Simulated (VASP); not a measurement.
Energy against volume of CuI (zinc blende). Level of theory: r2SCAN meta-GGA, VASP's PBE PAW potentials (set 64) (plane waves; VASP). Run with 520 eV cut-off, 8×8×8 Γ-centred mesh, Gaussian smearing of 0.050 eV, potentials Cu I.

```tsv
V (Å³/atom)	E (eV/atom)
25.655	-17.88201
26.474	-17.89393
27.293	-17.89774
28.111	-17.89477
```

**Question.** Fit these four points and predict the energy of the run at 28.930 Å³/atom.

**Answer.** A cubic in V^(−2/3), the third-order Birch-Murnaghan form, passes through the four points with V0 = 27.32 Å³/atom and B0 = 44 GPa, and gives -17.8861 eV/atom there. The run gave -17.8862 eV/atom, -0.1 meV/atom from the fit; all five points give B0 = 44 GPa.

The compound is CuI in the zinc blende structure. It was relaxed first.
